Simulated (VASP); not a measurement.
Input:

```xyz
4
Lattice="1.5528 -2.6896 -0.0269 1.5528 2.6896 0.0269 0.0000 0.0497 4.9739" Properties=species:S:1:pos:R:3 pbc="T T T"
Al     1.5528    -0.8752     2.4787
Al     1.5528     0.8934     0.0096
N      1.5528    -0.8495     4.3773
N      1.5528     0.9191     1.9083
```

The numbers are results of r2SCAN meta-GGA, VASP's PBE PAW potentials (set 64) (plane waves; VASP), not measurements. Run with 600 eV cut-off, 8×8×4 Γ-centred mesh, Gaussian smearing of 0.050 eV, potentials Al N.

### Question
Give the stress tensor in GPa (positive for a compressed cell).

### Answer

```
-0.01   0.00   0.00
 0.00  -0.11  -2.48
 0.00  -2.48   0.17
```
The pressure is its mean diagonal, 0.02 GPa.

The compound is AlN in the wurtzite structure. This cell was strained or had an atom moved on purpose. Symmetry was kept, so distortions that lower it aren't found.
